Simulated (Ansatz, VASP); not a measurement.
RbP3 in VASP and in Ansatz

The input INCAR:

```
SYSTEM = RbP3
PREC = Accurate
ENCUT = 600
EDIFF = 1E-6
ISMEAR = 0
SIGMA = 0.1
LREAL = .FALSE.
LASPH = .TRUE.
NELM = 100
ALGO = Normal
ISIF = 3
LWAVE = .FALSE.
LCHARG = .FALSE.
GGA = PE
IBRION = 2
NSW = 100
EDIFFG = -0.01
```

The input KPOINTS:

```
Automatic mesh
0
G
  8 8 8
  0 0 0
```

POSCAR

```
RbP3
1.0
    5.6087201529      0.0000000000      0.0000000000
    0.0000000000      5.6087201529      0.0000000000
    0.0000000000      0.0000000000      5.6087201529
Rb P
2 6
Direct
    0.0000000000      0.0000000000      0.0000000000
    0.5000000000      0.5000000000      0.5000000000
    0.2500000000      0.0000000000      0.5000000000
    0.5000000000      0.7500000000      0.0000000000
    0.7500000000      0.0000000000      0.5000000000
    0.5000000000      0.2500000000      0.0000000000
    0.0000000000      0.5000000000      0.7500000000
    0.0000000000      0.5000000000      0.2500000000
```

Input for Ansatz:

```yaml
crystal:
  lattice:
    - [5.6087201529, 0.0, 0.0]
    - [0.0, 5.6087201529, 0.0]
    - [0.0, 0.0, 5.6087201529]
  atoms:
    - { symbol: Rb, position: [0.0, 0.0, 0.0] }
    - { symbol: Rb, position: [0.5, 0.5, 0.5] }
    - { symbol: P, position: [0.25, 0.0, 0.5] }
    - { symbol: P, position: [0.5, 0.75, 0.0] }
    - { symbol: P, position: [0.75, 0.0, 0.5] }
    - { symbol: P, position: [0.5, 0.25, 0.0] }
    - { symbol: P, position: [0.0, 0.5, 0.75] }
    - { symbol: P, position: [0.0, 0.5, 0.25] }
basis:
  ecutwfc: 420
kpoints:
  mp_grid: { grid: [8, 8, 8] }
hamiltonian:
  xc: pbe
scf:
  occupations: { method: gaussian, width: 0.1 }
output:
  forces: true
  stress: true
  eigenvalues: true
  write_density: true
  write_potential: true
  elf: true
  volumetric_format: npy
relax:
  adjacent_minimum: "off"
  f_tol: 0.01
  max_steps: 80
  cell: { stress_tol: 0.05 }
```

Change from the starting cell: species swapped into the Zr3Hg type (Pm-3n, No. 223).

Alike in both runs: task relaxation of cell and atoms; functional PBE; k mesh 8 × 8 × 8; occupations gaussian, width 0.1 eV; no spin polarisation.

|  | VASP | Ansatz |
| --- | --- | --- |
| version | VASP 6.6.1 | Ansatz 0.2.0 |
| potentials or method | VASP PAW PBE potentials, release 64 (Rb_sv, P) | scalar-relativistic, plane waves, PAW |
| plane-wave cutoff (eV) | 600 | 420 |
| valence electrons in the cell | 48 | 48 |

```csv
,VASP,Ansatz,Ansatz less VASP
"gap on the k mesh at the Fermi level, each at its own relaxed structure (eV)",none,none,-
relaxed volume (Å³/atom),21.90,21.79,-0.106
relaxed cell length with the largest relative difference (Å),5.596,5.586,-0.0091
```

A gap of «none» marks a metal or a gap that the smearing closes.
